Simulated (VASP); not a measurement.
An input for Quantum ESPRESSO's pw.x (written as the equivalent of a VASP run, and not itself run):

```
&CONTROL
  calculation = 'vc-relax'
  pseudo_dir = './pseudo'
  outdir = './out'
  tprnfor = .true.
  tstress = .true.
  nstep = 60
  forc_conv_thr = 0.00078
/
&SYSTEM
  ibrav = 0
  nat = 3
  ntyp = 2
  ecutwfc = 76
  occupations = 'smearing'
  smearing = 'methfessel-paxton'
  degauss = 0.00735
  input_dft = 'pz'
/
&ELECTRONS
  conv_thr = 7.3e-08
  electron_maxstep = 100
/
&IONS
/
&CELL
/
ATOMIC_SPECIES
  Al 26.982 Al.upf
  Au 196.967 Au.upf
CELL_PARAMETERS angstrom
     0.0000000    2.9790736    2.9790736
     2.9790736    0.0000000    2.9790736
     2.9790736    2.9790736   -0.0000000
ATOMIC_POSITIONS crystal
  Al   0.2500000  0.2500000  0.2500000
  Al   0.7500000  0.7500000  0.7500000
  Au   0.0000000  0.0000000  0.0000000
K_POINTS automatic
  8 8 8 0 0 0
```

### Question
Write the VASP files for the same calculation (LDA).

### Answer
Several could match; the one computed here: 
### POSCAR
```
AuAl2
1.0
  0.0000000000   2.9790735882   2.9790735882
  2.9790735882   0.0000000000   2.9790735882
  2.9790735882   2.9790735882   0.0000000000
Al Au
2 1
Cart
  1.4895367941   1.4895367941   1.4895367941
  4.4686103823   4.4686103823   4.4686103823
  0.0000000000   0.0000000000   0.0000000000
```

INCAR:
```
SYSTEM = AuAl2
PREC = Accurate
ENCUT = 520
EDIFF = 1E-6
NELM = 100
ALGO = Normal
LREAL = .FALSE.
LASPH = .TRUE.
ISMEAR = 1
SIGMA = 0.1
LMAXMIX = 6
LWAVE = .FALSE.
LCHARG = .FALSE.
IBRION = 2
ISIF = 3
NSW = 60
EDIFFG = -0.02
```

### KPOINTS
```
Automatic mesh
0
Gamma
8 8 8
0 0 0
```

POTCAR, in this order: Al Au (LDA.64 set). Program: vasp_std.

What does not carry over: the potentials are each code's own (VASP's PAW set, PseudoDojo norm-conserving files in pw.x), so ENCUT and ecutwfc are chosen apart and not converted; conv_thr bounds pw.x's estimated SCF error, while EDIFF bounds the energy change between steps; forc_conv_thr acts on force components and is met together with etot_conv_thr.

The compound is AuAl2 in the fluorite structure. It was relaxed first. The start is the result of an earlier pass.
